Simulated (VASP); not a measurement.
All values below come from PBEsol GGA, VASP's PBE PAW potentials (set 64) (plane waves; VASP).

The input files of a VASP run:

**KPOINTS**
```
Automatic mesh
0
Gamma
10 10 10
0 0 0
```

**POSCAR**
```
GaN
1
    0.0000000000     2.2476657332     2.2476657332
    2.2476657332     0.0000000000     2.2476657332
    2.2476657332     2.2476657332     0.0000000000
Ga N
1 1
Direct
  0.0000000000   0.0000000000   0.0000000000
  0.2500000000   0.2500000000   0.2500000000
```

**INCAR**
```
ENCUT  =  620
LASPH  =  .True.   # aspherical one-centre terms
PREC  =  Accurate
GGA  =  PS
ALGO  =  Normal
IBRION  =  2   # conjugate gradients
ISIF  =  3
SIGMA  =  0.05   # width (eV)
LREAL  =  .False.   # projection in real space or not
SYSTEM  =  GaN
LMAXMIX  =  4   # l cut-off of mixed one-centre charges
EDIFFG  =  -0.02
NELM  =  100   # most electronic steps
ISMEAR  =  0   # Gaussian
NSW  =  40   # most ionic steps
LCHARG  =  .False.
LWAVE  =  .False.
EDIFF  =  1E-6
```

POTCAR, in this order: Ga_d N (PBE.64 set). Program: vasp_std.

Q: What does the run give for the energy per atom (σ→0), band gap (on the k-mesh)?

A: 
The energy per atom (σ→0) is -6.563 eV/atom and the band gap (on the k-mesh) is 1.73 eV.

**OSZICAR**
```
...
DAV:   7    -0.131459502533E+02    0.84930E-02   -0.31929E-01  1227   0.731E+00    0.169E+00
DAV:   8    -0.131290820158E+02    0.16868E-01   -0.63301E-02  1462   0.372E+00    0.683E-01
DAV:   9    -0.131250347505E+02    0.40473E-02   -0.18297E-02  1883   0.335E+00    0.162E-01
DAV:  10    -0.131251331777E+02   -0.98427E-04   -0.14805E-03  1456   0.652E-01    0.641E-02
DAV:  11    -0.131251086694E+02    0.24508E-04   -0.15703E-04  1818   0.239E-01    0.105E-02
DAV:  12    -0.131251105336E+02   -0.18641E-05   -0.12256E-05  1390   0.526E-02    0.339E-03
DAV:  13    -0.131251104245E+02    0.10904E-06   -0.47022E-07   681   0.805E-03
   1 F= -.13125110E+02 E0= -.13125110E+02  d E =-.131251E+02
```

The compound is GaN in the zinc blende structure, a metastable form; wurtzite is the usual one. It was relaxed first.
